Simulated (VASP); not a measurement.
Cl (relaxed from the hcp structure, space group P6_3/mmc): computed properties

Computed with PBEsol GGA, VASP's PBE PAW potentials (set 64) (plane waves; VASP).

```
Quantity                                                                                                 Value
----------------------------------  --------------------------------------------------------------------------
space group                                                                                     P6_3/mmc (194)
cell                                a = 3.499 Å, b = 3.499 Å, c = 3.885 Å, α = 90.00°, β = 90.00°, γ = 120.00°
volume per atom                                                                                  20.59 Å³/atom
band gap (over mesh and band path)                                    none (metal, semimetal or under 0.01 eV)
density                                                                                             2.86 g/cm³
```

```xyz
2
Lattice="3.4988 0.0000 0.0000 -1.7494 3.0300 0.0000 0.0000 0.0000 3.8848" Properties=species:S:1:pos:R:3 pbc="T T T"
Cl     0.0000     2.0200     0.9712
Cl     1.7494     1.0100     2.9136
```

The structure was generated: Cl was put into the hcp type (P6_3/mmc), which need not be its known phase. It was relaxed first. Symmetry was kept, so distortions that lower it aren't found.
